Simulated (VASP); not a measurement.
Given:

```xyz
5
Lattice="5.3415 0.0000 0.0000 0.0000 5.3415 0.0000 0.0000 0.0000 5.3415" Properties=species:S:1:pos:R:3 pbc="T T T"
Cs     0.0000     0.0000     0.0000
Sn     2.6708     2.6708     2.6708
I      2.6708     0.0000     2.6708
I      0.0000     2.6708     2.6708
I      2.6708     2.6708     0.0000
```

Level of theory: PBEsol GGA, VASP's PBE PAW potentials (set 64) (plane waves; VASP). Numerical set-up: 500 eV cut-off, 6×6×6 Γ-centred mesh, first-order Methfessel-Paxton smearing of 0.10 eV, potentials Cs_sv Sn_d I.

Energy and stress use the plane-wave basis of the starting cell.

The ions, cell shape and volume at an external pressure of 30.0 GPa are relaxed. What does this cell relax into?

```xyz
5
Lattice="5.1876 0.0000 0.0000 0.0000 5.1876 0.0000 0.0000 0.0000 5.1876" Properties=species:S:1:pos:R:3 pbc="T T T"
Cs     0.0000     0.0000     0.0000
Sn     2.5938     2.5938     2.5938
I      2.5938     0.0000     2.5938
I      0.0000     2.5938     2.5938
I      2.5938     2.5938     0.0000
```
Space group Pm-3m (221), at a tolerance of 0.03 Å.

How do energy and volume change from the first to the last step?

The energy (σ→0) changes by +394.6 meV/atom and the volume by -8.4 %, in 5 ionic steps.

```json
[
 {"step": "1", "E(σ→0) (eV)": "-11.7542", "max force (eV/Å)": "0.000", "pressure (GPa)": "20.01", "volume (Å³)": "152.40"},
 {"step": "2", "E(σ→0) (eV)": "-2.3952", "max force (eV/Å)": "0.000", "pressure (GPa)": "68.51", "volume (Å³)": "114.20"},
 {"step": "3", "E(σ→0) (eV)": "-9.9645", "max force (eV/Å)": "0.000", "pressure (GPa)": "29.15", "volume (Å³)": "140.60"},
 {"step": "4", "E(σ→0) (eV)": "-9.8266", "max force (eV/Å)": "0.000", "pressure (GPa)": "29.85", "volume (Å³)": "139.85"},
 {"step": "5", "E(σ→0) (eV)": "-9.7810", "max force (eV/Å)": "0.000", "pressure (GPa)": "30.09", "volume (Å³)": "139.60"}
]
```

The compound is CsSnI3 in the cubic perovskite structure, the ideal cubic form; the compound distorts at low or room temperature. This run relaxes it under an external pressure of 30 GPa. Symmetry was kept, so distortions that lower it aren't found. VASP warned that the highest band is occupied, so more bands are needed.
